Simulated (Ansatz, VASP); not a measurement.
Al3Sb2P: VASP beside Ansatz

```
CELL_PARAMETERS angstrom
6.80843 0.00000 0.00000
-3.40422 5.89628 0.00000
0.00000 0.00000 3.88691
ATOMIC_POSITIONS crystal
Al 0.50000 0.00000 0.50000
Al 0.50000 0.50000 0.50000
Al 0.00000 0.50000 0.50000
Sb 0.33333 0.66667 0.00000
Sb 0.66667 0.33333 0.00000
P 0.00000 0.00000 0.00000
```

Change from the starting cell: species swapped into the EuB2Rh3 type (P6/mmm, No. 191).

Alike in both runs: functional PBE; k mesh 3 × 3 × 6; occupations gaussian, width 0.1 eV; no spin polarisation.

Ansatz relaxed the structure, and its values are those at the end. VASP's run is a single point on that final structure, the one shown.

|  | VASP | Ansatz |
| --- | --- | --- |
| version | VASP 6.6.1 | Ansatz 0.2.0 |
| potentials or method | VASP PAW PBE potentials, release 64 (Al, Sb, P) | scalar-relativistic, plane waves, PAW |
| plane-wave cutoff (eV) | 520 | 420 |
| valence electrons in the cell | 24 | 44 |

Ansatz gave:

```
gap on the k mesh at the Fermi level (eV) : none
pressure (GPa)                            : 0.0
```

Question: What did VASP give for the same quantities?

Answer: gap on the k mesh at the Fermi level (eV): none; pressure (GPa): 0.2.

A gap of «none» marks a metal or a gap that the smearing closes. The two sets of potentials don't hold the same shells in valence.

Spin-orbit coupling is left out, which matters for the levels of Sb.
